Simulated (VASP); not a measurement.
Calculation: HSE06 screened hybrid, VASP's PBE PAW potentials (set 64) (plane waves; VASP).

Input for VASP

**KPOINTS**
```
Automatic mesh
0
Gamma
1 1 1
0 0 0
```

**INCAR**
```
AEXX  =  0.25
ALGO  =  All
EDIFF  =  1E-6
ENCUT  =  520
GGA  =  PE
HFSCREEN  =  0.2
ISMEAR  =  0
ISPIN  =  2
ISYM  =  0
LASPH  =  T
LCHARG  =  F
LHFCALC  =  T
LMAXMIX  =  4
LORBIT  =  10
LREAL  =  F
LWAVE  =  F
MAGMOM  =  3
NELM  =  200
NUPDOWN  =  3
PREC  =  Normal
PRECFOCK  =  Fast
SIGMA  =  0.01
SYSTEM  =  Bi atom
```

File POSCAR:
```
Bi atom
1.0
 12.0000000000   0.0000000000   0.0000000000
  0.0000000000  12.5000000000   0.0000000000
  0.0000000000   0.0000000000  13.0000000000
Bi
1
Cart
  0.0000000000   0.0000000000   0.0000000000
```

POTCAR, in this order: Bi_d (PBE.64 set). Program: vasp_gam. Read from the step before: WAVECAR.

Output

File OSZICAR:
```
       N       E                     dE             d eps       ncg     rms           ort
SDA:   1    -0.229268097746E+01   -0.22927E+01    0.00000E+00    13   0.103E+00   0.000E+00
CGA:   2    -0.230624343568E+01   -0.13562E-01   -0.13564E-01    13   0.326E-01  -0.251E-03
CGA:   3    -0.231463139082E+01   -0.83880E-02   -0.83865E-02    13   0.163E-01   0.397E-04
CGA:   4    -0.231832179118E+01   -0.36904E-02   -0.36897E-02    13   0.620E-02   0.236E-05
CGA:   5    -0.231979485922E+01   -0.14731E-02   -0.14738E-02    13   0.284E-02  -0.259E-04
CGA:   6    -0.232049341208E+01   -0.69855E-03   -0.69903E-03    13   0.103E-02  -0.121E-04
CGA:   7    -0.232070183235E+01   -0.20842E-03   -0.20841E-03    13   0.219E-03  -0.214E-05
CGA:   8    -0.232074543351E+01   -0.43601E-04   -0.43609E-04    13   0.541E-04   0.752E-06
CGA:   9    -0.232075575192E+01   -0.10318E-04   -0.10308E-04    13   0.146E-04  -0.602E-06
CGA:  10    -0.232075845584E+01   -0.27039E-05   -0.27118E-05    13   0.371E-05   0.428E-06
CGA:  11    -0.232075936041E+01   -0.90457E-06   -0.91297E-06    13   0.148E-05  -0.243E-06
   1 F= -.23207594E+01 E0= -.23207594E+01  d E =-.108578E-12  mag=     3.0000
```

### OUTCAR
```
------------------------ aborting loop because EDIFF is reached ----------------------------------------
  volume of cell :     1950.00
      direct lattice vectors                 reciprocal lattice vectors
    12.000000000  0.000000000  0.000000000     0.083333333  0.000000000  0.000000000
     0.000000000 12.500000000  0.000000000     0.000000000  0.080000000  0.000000000
     0.000000000  0.000000000 13.000000000     0.000000000  0.000000000  0.076923077
 POSITION                                       TOTAL-FORCE (eV/Angst)
 -----------------------------------------------------------------------------------
      0.00000      0.00000      0.00000         0.000000     -0.000000      0.000000
 -----------------------------------------------------------------------------------
    total drift:                                0.000000     -0.000000      0.000000
  FREE ENERGIE OF THE ION-ELECTRON SYSTEM (eV)
  ---------------------------------------------------
  free  energy   TOTEN  =        -2.3207593604 eV

  energy  without entropy=       -2.3207593604  energy(sigma->0) =       -2.32075936

  exchange ACFDT corr.  =        -0.00000000  see jH, gK, PRB 81, 115126

 total charge

# of ion       s       p       d       tot
------------------------------------------
    1        1.577   1.318   9.879  12.775

 magnetization (x)

# of ion       s       p       d       tot
------------------------------------------
    1        0.001   1.318  -0.003   1.316
```
(Selected blocks of OUTCAR.)

The atom may not be in its lowest state.

The cell is a free atom in a box.
